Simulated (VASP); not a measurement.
Input:

```
MgO
1.0
    0.00000     2.10500     2.10500
    2.10500     0.00000     2.10500
    2.10500     2.10500     0.00000
Mg O
1 1
Cartesian
  0.00000   0.00000   0.00000
  2.10500   2.10500   2.10500
```

Method: G0W0 on PBE orbitals, VASP's PBE PAW potentials (set 64) (plane waves; VASP). Settings: PREC = Normal, 500 eV cut-off, 6×6×6 Γ-centred mesh, Gaussian smearing of 0.010 eV, potentials Mg_sv_GW O_GW_new.

The mesh is coarse and the basis finite, so the quasiparticle values are not converged.

### Question
The job: MgO (rock salt), 2 atoms, G0W0@PBE, GW step (120 bands), 500 eV, 6×6×6 Γ-centred mesh. Roughly how much core time does it take on a busy server core?

### Answer
About 20 core-minutes (one run on a shared machine, a rough figure). It had 16 irreducible k-points, 120 bands, up to 489 plane waves and 0 electronic steps.

The compound is MgO in the rock salt structure. The cell was not relaxed at this level. The k-mesh is coarse (spacing up to 0.43 per Å, 2π included), so the numbers may not be converged in it.
